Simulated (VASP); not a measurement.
An input for Ansatz (written as the equivalent of a VASP run, and not itself run):

Ansatz 0.2 input:
```yaml
crystal:
  lattice:
    - [-0.0010231, 6.0151635, 6.0076213]
    - [6.0151635, -0.0010231, 6.0076213]
    - [3.0070702, 3.0070702, 0.0000000]
  atoms:
    - { symbol: Cd, position: [0.9997482, 0.9997482, 0.0005037] }
    - { symbol: Cd, position: [0.9899606, 0.5038191, 0.0062203] }
    - { symbol: Cd, position: [0.5038191, 0.9899606, 0.0062203] }
    - { symbol: Cd, position: [0.5065374, 0.5065374, 0.9869252] }
    - { symbol: Se, position: [0.1258844, 0.1258844, 0.2482311] }
    - { symbol: Se, position: [0.1265662, 0.6232074, 0.2502264] }
    - { symbol: Se, position: [0.6232074, 0.1265662, 0.2502264] }
    - { symbol: S, position: [0.6242767, 0.6242767, 0.2514466] }
kpoints:
  mp_grid: { grid: [3, 3, 6] }
hamiltonian:
  xc: pbesol
  pseudopotentials: { kind: paw }
scf:
  occupations: { method: gaussian, width: 0.05 }
  max_iter: 100
relax:
  max_steps: 60
  f_tol: 0.02
  cell: {}
output: { forces: true, stress: true, eigenvalues: true }
```

Question: Translate this input to VASP (INCAR, KPOINTS, POSCAR, choice of POTCAR).

Answer: Several could match; the one computed here: 
### INCAR
```
LASPH=.True.
GGA=PS
NSW=60   # most ionic steps
EDIFF=1E-6
SYSTEM=Cd4SSe3
SIGMA=0.05   # width (eV)
ISMEAR=0
IBRION=2   # conjugate gradients
ALGO=Normal   # blocked Davidson
NELM=100
ISIF=3   # ions, shape and volume
PREC=Accurate
ENCUT=400   # plane-wave cut-off (eV)
LREAL=.False.   # projection in real space or not
LMAXMIX=4
LWAVE=.False.
EDIFFG=-0.02   # ionic stop
LCHARG=.False.
```

POSCAR:
```
Cd4SSe3
1
   -0.0010230537     6.0151635367     6.0076212720
    6.0151635367    -0.0010230537     6.0076212720
    3.0070702415     3.0070702415     0.0000000000
Cd Se S
4 3 1
Direct
  0.9997481577   0.9997481577   0.0005036847
  0.9899606234   0.5038190974   0.0062202792
  0.5038190974   0.9899606234   0.0062202792
  0.5065373857   0.5065373857   0.9869252286
  0.1258844269   0.1258844269   0.2482311462
  0.1265662316   0.6232073576   0.2502264108
  0.6232073576   0.1265662316   0.2502264108
  0.6242767197   0.6242767197   0.2514465606
```

### KPOINTS
```
kpoints
0
gamma
3 3 6
```

POTCAR, in this order: Cd Se S (PBE.64 set). Program: vasp_std.

The two are equivalent in intent, not identical: each code has its own PAW files, so the cut-off isn't converted (ENCUT is set for VASP's; basis.ecutwfc is left out, and Ansatz then takes the one that its files recommend); Ansatz stops its SCF on the density residual and VASP on the energy change (EDIFF).

The structure was generated: Cd4SSe3 was put into an ordered model structure (Amm2), which need not be its known phase. This run relaxes it. Symmetry was kept, so distortions that lower it aren't found. The start is the result of an earlier pass.
